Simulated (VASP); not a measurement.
The input files of a VASP run:

INCAR:
```
SYSTEM = GaAs
PREC = Accurate; ENCUT = 520; LREAL = .FALSE.
LASPH = .TRUE.
EDIFF = 1E-6; NELM = 100; ALGO = Normal
LMAXMIX = 4
ISMEAR = 1; SIGMA = 0.1
GGA = BO; LUSE_VDW = .TRUE.; AGGAC = 0.0
PARAM1 = 0.1833333333; PARAM2 = 0.22
IBRION = 2; NSW = 60; ISIF = 3
EDIFFG = -0.01
LWAVE = .FALSE.; LCHARG = .FALSE.
```

### KPOINTS
```
K-points
0
gamma
  10 10 10
```

POSCAR:
```
GaAs
1.0
  0.0000000000   2.8713709669   2.8713709669
  2.8713709669   0.0000000000   2.8713709669
  2.8713709669   2.8713709669   0.0000000000
Ga As
1 1
Direct
  0.0000000000   0.0000000000   0.0000000000
  0.2500000000   0.2500000000   0.2500000000
```

POTCAR, in this order: Ga_d As (PBE.64 set). Program: vasp_std.

Translate this optB88-vdW calculation to Quantum ESPRESSO's pw.x.

One equivalent input (not run):
```
&CONTROL
  calculation = 'vc-relax'
  pseudo_dir = './pseudo'
  outdir = './out'
  tprnfor = .true.
  tstress = .true.
  nstep = 60
  forc_conv_thr = 0.00039
/
&SYSTEM
  ibrav = 0
  nat = 2
  ntyp = 2
  ecutwfc = 84
  occupations = 'smearing'
  smearing = 'methfessel-paxton'
  degauss = 0.00735
  input_dft = 'vdw-df-obk8'
/
&ELECTRONS
  conv_thr = 7.3e-08
  electron_maxstep = 100
/
&IONS
/
&CELL
/
ATOMIC_SPECIES
  Ga 69.723 Ga.upf
  As 74.922 As.upf
CELL_PARAMETERS angstrom
    -0.0000000    2.8713710    2.8713710
     2.8713710    0.0000000    2.8713710
     2.8713710    2.8713710    0.0000000
ATOMIC_POSITIONS crystal
  Ga   0.0000000  0.0000000  0.0000000
  As   0.2500000  0.2500000  0.2500000
K_POINTS automatic
  10 10 10 0 0 0
```
Limits of the translation: the potentials are each code's own (VASP's PAW set, PseudoDojo norm-conserving files in pw.x), so ENCUT and ecutwfc are chosen apart and not converted; conv_thr bounds pw.x's estimated SCF error, while EDIFF bounds the energy change between steps; forc_conv_thr acts on force components and is met together with etot_conv_thr.

The compound is GaAs in the zinc blende structure. It was relaxed first, which changed the volume by +5 %. The start is the result of an earlier pass.
